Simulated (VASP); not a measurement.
Data:

```xyz
4
Lattice="3.4449 0.0000 0.0000 0.0000 3.4449 0.0000 0.0000 0.0000 3.4449" Properties=species:S:1:pos:R:3 pbc="T T T"
Fe     0.0000     0.0000     0.0000
Ni     0.0000     1.7224     1.7224
Ni     1.7224     0.0000     1.7224
Ni     1.7224     1.7224     0.0000
```
Starting moments (μB, in the order of the record's atoms Fe Ni Ni Ni): 2.7 0.6 0.6 0.6.

These are LDA (Ceperley-Alder, Perdew-Zunger), VASP's LDA PAW potentials (set 64) (plane waves; VASP) values and carry that method's errors. Settings: 520 eV cut-off, Gaussian smearing of 0.050 eV, potentials Fe Ni.

Task: Give the spin-up energies of bands 11 to 24 at the high-symmetry points, in eV from the Fermi level.

Result: 
| band | Γ | X | M | R |
|---|---|---|---|---|
| 11 | -1.51 | -2.33 | -3.11 | -2.71 |
| 12 | -1.51 | -2.13 | -3.11 | -2.71 |
| 13 | -0.67 | -1.80 | -2.37 | -0.69 |
| 14 | -0.64 | -1.80 | -1.96 | -0.69 |
| 15 | -0.64 | -1.72 | -1.88 | -0.65 |
| 16 | -0.44 | -1.72 | -1.88 | -0.65 |
| 17 | -0.44 | -1.57 | -1.55 | -0.65 |
| 18 | -0.44 | -1.54 | -1.55 | -0.59 |
| 19 | -0.40 | -1.17 | -1.50 | -0.59 |
| 20 | -0.40 | -1.00 | -1.47 | -0.59 |
| 21 | -0.40 | -0.44 | 1.03 | -0.56 |
| 22 | 2.35 | -0.40 | 1.03 | -0.56 |
| 23 | 2.35 | 8.09 | 1.18 | -0.56 |
| 24 | 2.35 | 8.09 | 1.21 | -0.51 |

Task: Give the spin-down energies of bands 11 to 24 at the high-symmetry points, in eV from the Fermi level.

Result: 
```
band      Γ      X      M      R
----  -----  -----  -----  -----
11    -0.63  -1.61  -2.35  -1.65
12    -0.63  -1.34  -2.01  -1.65
13    -0.02  -1.11  -1.38  -0.51
14     0.25  -1.11  -1.35  -0.36
15     0.25  -0.96  -1.35  -0.36
16     0.25  -0.42  -0.90  -0.36
17     0.95  -0.24  -0.83   0.02
18     0.95  -0.24   0.08   0.02
19     1.35   0.25   0.08   0.02
20     1.35   0.33   0.16   0.84
21     1.35   0.52   1.59   0.84
22     2.53   1.32   1.59   0.84
23     2.53   8.52   2.52   1.06
24     2.53   8.57   2.67   1.06
```

It has no gap at this level: it comes out as a metal or semimetal.

The compound is Ni3Fe in the L1_2 structure. It was relaxed first, which changed the volume by -9 %.
